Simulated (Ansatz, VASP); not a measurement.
# Ta in two plane-wave programs

Aim: how closely do two programs agree when they are given the same cell, functional and k mesh? The structure shown is the end of the Ansatz relaxation below.

Main program and level: Ansatz 0.2.0; plane waves, with VASP 6.6.1 beside it; single point at PBEsol.

This is not the structure that Ta takes at ambient pressure and room temperature (bcc); it is a model or a phase of other conditions.

**1. The starting structure**

The structure is cubic, space group Pm-3n (No. 223). Conventional cell: a = 5.049 Å, b = 5.049 Å, c = 5.049 Å, α = 90.00°, β = 90.00°, γ = 90.00°. Ta has 12 Ta at 2.82 Å nearest. Ta has 6 Ta at 2.52 to 2.82 Å nearest.

**2. Ansatz: relaxation, PBEsol**

Ansatz runs on its PAW soft_1 files.

This run makes the geometry at which the two programs are then compared.

input.yaml

```yaml
crystal:
  lattice:
    - [5.253222832, 0.0, 0.0]
    - [0.0, 5.253222832, 0.0]
    - [0.0, 0.0, 5.253222832]
  atoms:
    - { symbol: Ta, position: [0.0, 0.0, 0.0] }
    - { symbol: Ta, position: [0.5, 0.5, 0.5] }
    - { symbol: Ta, position: [0.0, 0.5, 0.25] }
    - { symbol: Ta, position: [0.0, 0.5, 0.75] }
    - { symbol: Ta, position: [0.25, 0.0, 0.5] }
    - { symbol: Ta, position: [0.75, 0.0, 0.5] }
    - { symbol: Ta, position: [0.5, 0.75, 0.0] }
    - { symbol: Ta, position: [0.5, 0.25, 0.0] }
kpoints:
  mp_grid: { grid: [8, 8, 8] }
scf:
  occupations: { method: fermi_dirac, width: 0.05 }
hamiltonian:
  xc: pbesol
  pseudopotentials: { kind: paw, azcp: { folder: soft_1 }, xc_functional: pbe }
basis:
  ecutwfc: 600
output:
  forces: true
  stress: true
  write_density: true
  write_potential: true
  elf: true
  volumetric_format: npy
relax:
  f_tol: 0.005
  max_steps: 70
  cell: { stress_tol: 0.02, p_target: 30 }
```

Launch:

```sh
ansatz run input.yaml --threads 4 --pin off --max-ram 10240MiB --backend cpu --events-out ev --progress --plain --runs-dir out
```

Numbers of over 12 decimals in the logs are rounded to 6 here.

The log of the run:

```text
Engine: ansatz 0.2.0, aarch64-unknown-linux-gnu
Pseudopotentials: kind: paw
Pseudopotential: Ta, paw, valence charge 13, recommended cutoff 420 eV (normal), soft_1/Ta.paw.azcp
Functional definition: PBEsol
  exchange = pbesol_x
  correlation = pbesol_c
Crystal: 8 atoms, lattice volume = 144.970 Å³
Basis set: ecut = 600 eV, 4945 PW (Γ), exchange–correlation on 90×90×90 points (8 copies of the dense FFT grid, shifted against one another)
Bands: 63, of which v1, the nominal top of the filled ones, is band 52 counted from 1 (51 counted from 0)
Symmetry: 48 space group operations
Space group: Pm-3n (ITA 223), of the structure as read, at distance tolerance 5.3e-5 Å
k-points: 35 of 512
Non-local potential: Ta, projectors of the file, l = 0: 3, l = 1: 2, l = 2: 2, l = 3: 1
PAW form: soft (Blöchl's): semilocal exchange-correlation on the pseudo side does not see the compensation charge
PAW frozen core: Ta, regenerated for the run's functional, and the local potential with it (the file was generated under x = pbe(κ = 0.804, μ = 0.219515), c = pbe(β = 0.066725))
PAW one-centre angular grid: Ta, 590 points (default); XC on 64 Gauss nodes
Initial density: superposition of atomic densities (chi_scale 0.1, normalization cell)
Initial wavefunctions: pseudopotential atomic-orbital guess
Functional: x = pbesol(κ = 0.804, μ = 0.123457), c = pbesol(β = 0.046)
SCF iter   1: F=—  HF=-78460.157466 eV  |F-HF|=—  |Δ(HF+E_count)|=         —  Δρ=4.58e-2  dr2=3.08e0  ethr=3.10e-3  ⟨swp⟩=5.7  Hψ=8346  notcnv=0  defer=5
preconditioner: auto → Kerker (q_TF=auto, 2.581 Å⁻¹)  [metal: Δε(μ)=0.046 eV  Ē_g=4.280 eV  σ=0.050 eV  W_gap=0.22  n_scr=32 (ndim 8)  ℏωp=19.5 eV  f_vac=0.000  D(μ)=5.68/eV (n_scr^D=32)]
SCF iter   2: F=—  HF=-78459.343460 eV  |F-HF|=—  |Δ(HF+E_count)|=   8.14e-1  Δρ=2.75e-2  dr2=1.06e0  ethr=2.96e-3  ⟨swp⟩=2.0  Hψ=2798  notcnv=0  defer=63
SCF iter   3: F=—  HF=-78458.939720 eV  |F-HF|=—  |Δ(HF+E_count)|=   4.04e-1  Δρ=2.66e-3  dr2=8.93e-3  ethr=1.01e-3  ⟨swp⟩=2.5  Hψ=4088  notcnv=0  defer=63
SCF iter   4: F=—  HF=-78458.938337 eV  |F-HF|=—  |Δ(HF+E_count)|=   1.38e-3  Δρ=5.84e-4  dr2=2.70e-4  ethr=8.59e-6  ⟨swp⟩=2.1  Hψ=2716  notcnv=0  defer=63
SCF iter   5: F=—  HF=-78458.938329 eV  |F-HF|=—  |Δ(HF+E_count)|=   8.59e-6  Δρ=7.80e-5  dr2=4.67e-6  ethr=2.59e-7  ⟨swp⟩=2.6  Hψ=3589  notcnv=0  defer=63
SCF iter   6: F=—  HF=-78458.938214 eV  |F-HF|=—  |Δ(HF+E_count)|=   1.14e-4  Δρ=8.56e-6  dr2=9.16e-8  ethr=9.62e-11  ⟨swp⟩=6.4  Hψ=14550  notcnv=0
SCF iter   7: F=-78458.938214 eV  HF=-78458.938214 eV  |F-HF|=1.30e-9  |Δ(HF+E_count)|=   1.97e-8  Δρ=1.48e-6  dr2=2.94e-9  ethr=8.81e-11  ⟨swp⟩=5.6  Hψ=12349  notcnv=0
SCF 1 converged in 7 iterations: F = -78458.938214 eV  dr2 = 2.94e-9
  greatest PAW one-centre occupation: 0.999 electrons in one spin orbital (limit 2), on the Ta atom at site 1 (counted from 0), in its partial waves of l = 0
relax step   1: F+E_penalty+E_count = -78458.93821436 eV  Δ(F+E_penalty+E_count) = +0.000e0 eV  max|allowed force component| = 2.221e-17 eV/Å  Δτ_max = 0.0000 Å  P = -0.001 GPa  Ω = 144.970 Å³  (7 SCF iters, dr2 threshold 1.00e-7 eV, accepted)
[...]
relax step   5: F+E_penalty+E_count = -78457.54323334 eV  Δ(F+E_penalty+E_count) = +3.388e-3 eV  max|allowed force component| = 1.451e-17 eV/Å  Δτ_max = 0.0000 Å  P = +30.000 GPa  Ω = 128.695 Å³  energy of the carried Pulay correction = +4.907e-4 eV  (7 SCF iters, accepted)
[...]
relax step   6: F+E_penalty+E_count = -78457.54288491 eV  Δ(F+E_penalty+E_count) = +3.484e-4 eV  max|allowed force component| = 1.400e-17 eV/Å  Δτ_max = 0.0000 Å  P = +29.997 GPa  Ω = 128.695 Å³  stress off target by 2.80e-3 GPa  SCF on the basis re-selected at this cell (its energy is not comparable with the rows above)  (8 SCF iters)
basis re-selected at this cell: Δ(F+E_penalty+E_count) = +3.484e-4 eV, ΔP = -0.003 GPa vs the last step (what re-selecting the basis moved, of the pressure what is left beyond the Pulay correction that the steps carried, after the strain that the cell walked since its last selection, with what the two solves' SCF thresholds leave and, on support functions, any second-order correction that the steps lacked; it is no m [...]
SCF converged after 8 iterations
Free energy (F): -78457.542885 eV
Harris-Foulkes:  -78457.542885 eV  (|F-HF|=1.46e-11)
Internal energy: -78457.476494 eV  (E = F + TS)
E sigma→0 (E₀):  -78457.509689 eV
Entropy (-TS):   -0.066391 eV (-8.299 meV/atom)
Fermi energy:    20.949015 eV
--- Per-component energies (eV) ---
  E_band       = -595.166347
  E_kinetic    = 3192.080247
  E_local      = -3915.901956  (includes V_loc(G=0)·N_el)
  E_nonlocal   = -66.086094
  E_hartree    = 1463.173542
  E_xc         = -2567.255334
  E_vxc        = -1889.253089  (∫ρ·V_xc dr)
  E_paw        = -65453.163700  (= ΣΔE_a)
  E_vpaw       = -842.352731  (= ΣTr[D̂ρ^β])
  E_aug_tail   = 0.000191  (compensation charges beyond the density's cutoff)
  E_ewald      = -11112.033093
  E_core_change = 1.709702  (= ΣΔE_core)
  E_smearing   = -0.066391  (= −TS)
  E_closure    = 0.000000  (closes the sum)
  Σ components = -78457.542885   (vs F -78457.542885, Δ=0.00e0)
--- Forces (eV/Å), atoms counted from 1 ---
  atom   1  Ta    -0.00000000     0.00000000     0.00000000
  atom   2  Ta     0.00000000     0.00000000    -0.00000000
  atom   3  Ta    -0.00000000    -0.00000000    -0.00000000
  atom   4  Ta     0.00000000     0.00000000     0.00000000
  atom   5  Ta     0.00000000     0.00000000     0.00000000
  atom   6  Ta     0.00000000    -0.00000000    -0.00000000
  atom   7  Ta     0.00000000    -0.00000000     0.00000000
  atom   8  Ta    -0.00000000     0.00000000    -0.00000000
  max |Σ_I F_I| component: 7.08e-18 eV/Å
--- Stress (GPa, compression-positive) ---
       29.997198      -0.000000       0.000000
       -0.000000      29.997198      -0.000000
        0.000000      -0.000000      29.997198
  P = ⅓ Tr σ = 29.9972 GPa (299.972 kbar)
--- Band table (eV; the first three rows and the last of 35) ---
  k-point 0: bands = [... 48 lower, 20.0802, 20.0802, 20.0946, 20.0946, 20.8996, 20.8996, 21.7516, 21.7516, ... 7 higher]
  k-point 1: bands = [... 48 lower, 20.1446, 20.1446, 20.4507, 20.5962, 20.9315, 20.9393, 21.7567, 21.7567, ... 7 higher]
  k-point 2: bands = [... 48 lower, 20.4458, 20.4458, 20.6859, 20.7548, 21.0699, 21.1961, 21.6841, 21.6841, ... 7 higher]
  k-point 34: bands = [... 48 lower, 19.7321, 19.7321, 21.0316, 21.0316, 21.0316, 21.0316, 21.0316, 21.0316, ... 7 higher]
--- Relaxed structure (5 steps of the walk, 5 accepted, 1 SCFs on fresh bases) ---
  F+E_penalty+E_count = -78457.54288491 eV   max|allowed force component| = 1.400e-17 eV/Å   (the final SCF, on the basis selected at the relaxed cell)
  cell:  # Å, volume = 128.6954 Å³
    - [5.048794, 0, 0]
    - [0, 5.048794, 0.0]
    - [0, 0.0, 5.048794]
  atoms:
    - { symbol: Ta, position: [0, 0, 0] }
    - { symbol: Ta, position: [0.5, 0.5, 0.5] }
    - { symbol: Ta, position: [0, 0.5, 0.25] }
    - { symbol: Ta, position: [0, 0.5, 0.750000] }
    - { symbol: Ta, position: [0.25, 0, 0.5] }
    - { symbol: Ta, position: [0.750000, 0, 0.5] }
    - { symbol: Ta, position: [0.5, 0.750000, 0] }
    - { symbol: Ta, position: [0.5, 0.25, 0] }
```

In the SCF lines HF is the Harris–Foulkes energy and dr2 the Hartree energy of the density residual, in eV; the loop may stop once dr2 is under the threshold and the program's other checks hold. Hψ counts applications of the Hamiltonian.

**3. VASP: single point, PBEsol**

The same cell, functional, mesh and smearing now go to VASP, with its own data sets.

Lines of VASP's logs that name or quote its potential files are left out, and so is its time.

INCAR

```
SYSTEM = Ta
PREC = Accurate
ENCUT = 500
EDIFF = 1E-06
NELM = 120
ISMEAR = -1
SIGMA = 0.05
LREAL = .FALSE.
ALGO = Normal
GGA = PS
NBANDS = 54
LASPH = .TRUE.
LORBIT = 11
LWAVE = .FALSE.
LCHARG = .FALSE.
ISIF = 2
GGA_COMPAT = .FALSE.
KPAR = 2
```

POSCAR

```
Ta
1.0
    5.0487941607      0.0000000000      0.0000000000
    0.0000000000      5.0487941607      0.0000000000
    0.0000000000      0.0000000000      5.0487941607
Ta
8
Direct
    0.0000000000      0.0000000000      0.0000000000
    0.5000000000      0.5000000000      0.5000000000
    0.0000000000      0.5000000000      0.2500000000
    0.0000000000      0.5000000000      0.7500000000
    0.2500000000      0.0000000000      0.5000000000
    0.7500000000      0.0000000000      0.5000000000
    0.5000000000      0.7500000000      0.0000000000
    0.5000000000      0.2500000000      0.0000000000
```

KPOINTS

```
Automatic mesh
0
Gamma
8 8 8
0 0 0
```

PAW data sets: Ta_pv (PBE family, release 64).

Launch:

```sh
mpirun -np 2 vasp_std
```

The log of the run:

```text
[banner, memory and clock lines left out]
running    2 mpi-ranks, on    1 nodes
 distrk:  each k-point on    1 cores,    2 groups
 distr:  one band on    1 cores,    1 groups

 POSCAR found type information on POSCAR Ta
 POSCAR found :  1 types and       8 ions
|                                                                             |
|               ----> ADVICE to this user running VASP <----                  |
|                                                                             |
|     You enforced a specific xc type in the INCAR file but a different       |
|     [... a line on the potential file left out ...]
|     I HOPE YOU KNOW WHAT YOU ARE DOING!                                     |
|                                                                             |

 LDA part: xc-table for (Slater+PW92), standard interpolation
 POSCAR, INCAR and KPOINTS ok, starting setup
 FFT: planning ... GRIDC
 FFT: planning ... GRID_SOFT
 FFT: planning ... GRID
 WAVECAR not read
 entering main loop
       N       E                     dE             d eps       ncg     rms          rms(c)
DAV:   1     0.942786744988E+03    0.94279E+03   -0.47409E+04  3788   0.169E+03
DAV:   2    -0.520780246201E+02   -0.99486E+03   -0.97270E+03  4082   0.521E+02
DAV:   3    -0.100678300111E+03   -0.48600E+02   -0.46615E+02  4700   0.101E+02
DAV:   4    -0.102133603260E+03   -0.14553E+01   -0.14300E+01  4402   0.152E+01
DAV:   5    -0.102174011713E+03   -0.40408E-01   -0.40314E-01  4592   0.216E+00    0.484E+01
DAV:   6    -0.995678371404E+02    0.26062E+01   -0.25726E+00  4356   0.930E+00    0.249E+01
DAV:   7    -0.986583788971E+02    0.90946E+00   -0.26217E+00  4312   0.906E+00    0.102E+00
DAV:   8    -0.986469271410E+02    0.11452E-01   -0.67380E-02  4484   0.188E+00    0.625E-01
DAV:   9    -0.986417674442E+02    0.51597E-02   -0.15828E-02  4528   0.800E-01    0.196E-01
DAV:  10    -0.986416962761E+02    0.71168E-04   -0.87392E-04  4286   0.169E-01    0.101E-01
DAV:  11    -0.986417110735E+02   -0.14797E-04   -0.65208E-05  4662   0.449E-02    0.177E-02
DAV:  12    -0.986417051343E+02    0.59391E-05   -0.81078E-06  3724   0.189E-02    0.792E-03
DAV:  13    -0.986417049995E+02    0.13489E-06   -0.11328E-06  2496   0.722E-03
   1 F= -.98641705E+02 E0= -.98608485E+02  d E =-.664401E-01
```

From OUTCAR (step 3):

```text
ion  position               nearest neighbor table
   1  0.000  0.000  0.000-   3 2.82   4 2.82   5 2.82   6 2.82   7 2.82   8 2.82   5 2.82   6 2.82
                             3 2.82   4 2.82   7 2.82   8 2.82
   2  0.500  0.500  0.500-   3 2.82   4 2.82   5 2.82   6 2.82   7 2.82   8 2.82   7 2.82   8 2.82
                             5 2.82   6 2.82   3 2.82   4 2.82
   3  0.000  0.500  0.250-   4 2.52   4 2.52   1 2.82   2 2.82   1 2.82   2 2.82   8 3.09   5 3.09
                             6 3.09   5 3.09   6 3.09   7 3.09   7 3.09   8 3.09
   4  0.000  0.500  0.750-   3 2.52   3 2.52   1 2.82   2 2.82   1 2.82   2 2.82   8 3.09   5 3.09
                             6 3.09   5 3.09   6 3.09   7 3.09   7 3.09   8 3.09
   5  0.250  0.000  0.500-   6 2.52   6 2.52   1 2.82   1 2.82   2 2.82   2 2.82   3 3.09   3 3.09
                             4 3.09   4 3.09   8 3.09   7 3.09   7 3.09   8 3.09
   6  0.750  0.000  0.500-   5 2.52   5 2.52   1 2.82   1 2.82   2 2.82   2 2.82   3 3.09   3 3.09
                             4 3.09   4 3.09   8 3.09   7 3.09   7 3.09   8 3.09
   7  0.500  0.750  0.000-   8 2.52   8 2.52   1 2.82   2 2.82   2 2.82   1 2.82   3 3.09   4 3.09
                             3 3.09   4 3.09   5 3.09   6 3.09   5 3.09   6 3.09
   8  0.500  0.250  0.000-   7 2.52   7 2.52   1 2.82   2 2.82   2 2.82   1 2.82   3 3.09   4 3.09
                             3 3.09   4 3.09   5 3.09   6 3.09   5 3.09   6 3.09

  LATTYP: Found a simple cubic cell.
 ALAT       =     5.0487941607

 Subroutine GETGRP returns: Found 48 space group operations
 (whereof 24 operations were pure point group operations)

The static configuration has the point symmetry T_h .
 The point group associated with its full space group is O_h .

 Found     35 irreducible k-points:

   k-points           NKPTS =     35   k-points in BZ     NKDIM =     35   number of bands    NBANDS=     54

   dimension x,y,z NGX =    40 NGY =   40 NGZ =   40
   dimension x,y,z NGXF=    80 NGYF=   80 NGZF=   80

   ENCUT  =  500.0 eV  36.75 Ry    6.06 a.u.   9.21  9.21  9.21*2*pi/ulx,y,z

   NELECT =      88.0000    total number of electrons

 k-points in reciprocal lattice and weights: Automatic mesh
   0.00000000  0.00000000  0.00000000       0.002
   0.12500000  0.00000000  0.00000000       0.012
   0.25000000  0.00000000  0.00000000       0.012
   0.37500000  0.00000000  0.00000000       0.012
   0.50000000  0.00000000  0.00000000       0.006
   0.12500000  0.12500000  0.00000000       0.023
   0.25000000  0.12500000  0.00000000       0.047
   0.37500000  0.12500000  0.00000000       0.047
   0.50000000  0.12500000  0.00000000       0.023
[...]
0.50000000  0.50000000  0.37500000       0.012
   0.50000000  0.50000000  0.50000000       0.002

 average (electrostatic) potential at core
       1 -34.9167       2 -34.9167       3 -34.9737       4 -34.9737       5 -34.9737
       6 -34.9737       7 -34.9737       8 -34.9737

 E-fermi :   6.3962

 k-point     1 :       0.0000    0.0000    0.0000
  band No.  band energies     occupation
    ...
     42       5.5260      2.00000
     43       5.5403      2.00000
     44       5.5403      2.00000
     45       6.3469      1.45659
     46       6.3469      1.45659
     47       7.2047      0.00000
     48       7.2047      0.00000
     49       7.2047      0.00000
     50       9.8101      0.00000
     51       9.8120      0.00000
    ...

 k-point     2 :       0.1250    0.0000    0.0000
  band No.  band energies     occupation
    ...
     42       5.5910      2.00000
     43       5.8964      1.99991
     44       6.0419      1.99833
     45       6.3785      1.17503
     46       6.3869      1.09269
     47       7.2089      0.00000
     48       7.2089      0.00000
     49       7.3878      0.00000
     50       8.8747      0.00000
     51       9.7071      0.00000
    ...

 k-point     3 :       0.2500    0.0000    0.0000
  band No.  band energies     occupation
    ...
     40       4.9428      2.00000
     41       5.8929      1.99991
     42       5.8929      1.99991
     43       6.1325      1.98981
     44       6.2008      1.96060
     45       6.5155      0.16860
     46       6.6446      0.01382
     47       7.1348      0.00000
     48       7.1348      0.00000
     49       7.8692      0.00000
    ...

  Total       24.5679158     24.5679158     24.5679158     -0.0000000      0.0000000     -0.0000000
  in kB      305.8552236    305.8552236    305.8552236     -0.0000000      0.0000000     -0.0000000
  external PRESSURE =     305.8552236 kB  Pullay stress =       0.0000000 kB

  energy-cutoff  :      500.00
  volume of cell :      128.70
      direct lattice vectors                 reciprocal lattice vectors
     5.048794161  0.000000000  0.000000000     0.198067096  0.000000000  0.000000000
     0.000000000  5.048794161  0.000000000     0.000000000  0.198067096  0.000000000
     0.000000000  0.000000000  5.048794161     0.000000000  0.000000000  0.198067096

 POSITION                                       TOTAL-FORCE (eV/Angst)
 -----------------------------------------------------------------------------------
      0.00000      0.00000      0.00000         0.000000     -0.000000     -0.000000
      2.52440      2.52440      2.52440         0.000000     -0.000000     -0.000000
      0.00000      2.52440      1.26220        -0.000000     -0.000000      0.000000
      0.00000      2.52440      3.78660        -0.000000      0.000000     -0.000000
      1.26220      0.00000      2.52440        -0.000000      0.000000      0.000000
      3.78660      0.00000      2.52440         0.000000     -0.000000     -0.000000
      2.52440      3.78660      0.00000         0.000000     -0.000000      0.000000
      2.52440      1.26220      0.00000         0.000000      0.000000     -0.000000
 -----------------------------------------------------------------------------------
    total drift:                               -0.000000     -0.000000      0.000000

  FREE ENERGIE OF THE ION-ELECTRON SYSTEM (eV)
  ---------------------------------------------------
  free  energy   TOTEN  =       -98.6417049995 eV

  energy  without entropy=      -98.5752649226  energy(sigma->0) =      -98.60848496

 total charge
# of ion       s       p       d       tot
------------------------------------------
    1        0.431   6.231   2.526   9.188
    2        0.431   6.231   2.526   9.188
    3        0.404   6.212   2.567   9.182
    4        0.404   6.212   2.567   9.182
    5        0.404   6.212   2.567   9.182
    6        0.404   6.212   2.567   9.182
    7        0.404   6.212   2.567   9.182
    8        0.404   6.212   2.567   9.182
--------------------------------------------------
tot          3.285  49.731  20.455  73.471

[... 3 further parts left out ...]
```

The run ends at a pressure of 30.59 GPa.

**4. Differences**

Known differences besides the potentials themselves: the data sets hold 104 valence electrons in Ansatz (on its PAW soft_1 files) and 88 in VASP; the cutoff is 600 eV in Ansatz and 500 eV in VASP; Ansatz makes its cores anew for this functional, VASP keeps those of its PBE data sets; Ansatz's pressure holds a Pulay correction, VASP's none. Total energies have different zeros and are not compared.

Both answers:

```tsv
quantity	Ansatz	VASP	difference
pressure (GPa)	30.00	30.59	-0.59
```

**5. Summary of results**

| Quantity | Value |
| --- | --- |
| difference in pressure (single point, PBEsol) | -0.59 GPa |

The difference in pressure is -0.59 GPa (single point, PBEsol), within the 1 GPa picked in this series as the mark of a large difference. The data sets hold unlike numbers of valence electrons (104 in Ansatz and 88 in VASP), so part of the differences comes from the potentials. 1 further run of this series is not shown here. How closely two codes agree says nothing of how well the functional describes the real material.

[Lines on the potential files, build, host, timing and source positions are cut from VASP's logs without a mark.]

[Logs are printed without paths, hosts, clocks, repeated set-up lines and the standing remarks that a program may print on its own settings, such as how far it seeks lower states.]

[Hosts, paths, dates, database ids (printed as entryN), source tags and the programs' standing remarks are cut or masked in the printed files.]
